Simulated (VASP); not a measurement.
Given:

```yaml
crystal:
  lattice:
    - [1.24535, -2.15700, 0.00000]
    - [1.24535, 2.15700, 0.00000]
    - [0.00000, 0.00000, 6.46136]
  atoms:
    - { symbol: B, position: [0.33333, 0.66667, 0.25000] }
    - { symbol: B, position: [0.66667, 0.33333, 0.75000] }
    - { symbol: N, position: [0.66667, 0.33333, 0.25000] }
    - { symbol: N, position: [0.33333, 0.66667, 0.75000] }
```

Method: LDA (Ceperley-Alder, Perdew-Zunger), VASP's LDA PAW potentials (set 64) (plane waves; VASP 6.6.1). Run with 520 eV cut-off, 11×11×4 Γ-centred mesh, tetrahedra with Blöchl corrections, potentials B N.

The cores are frozen, which limits the accuracy of field gradients.

### Question
Give the principal components of the electric field gradient (V/Å²) and the asymmetry η at each nucleus.

### Answer

```csv
atom,Vxx,Vyy,Vzz,η
B1,-17.7,-17.7,35.5,0.00
B2,-17.7,-17.7,35.5,0.00
N3,-3.9,-3.9,7.8,0.00
N4,-3.9,-3.9,7.8,0.00
```

The compound is BN in the hex structure. It was relaxed first.
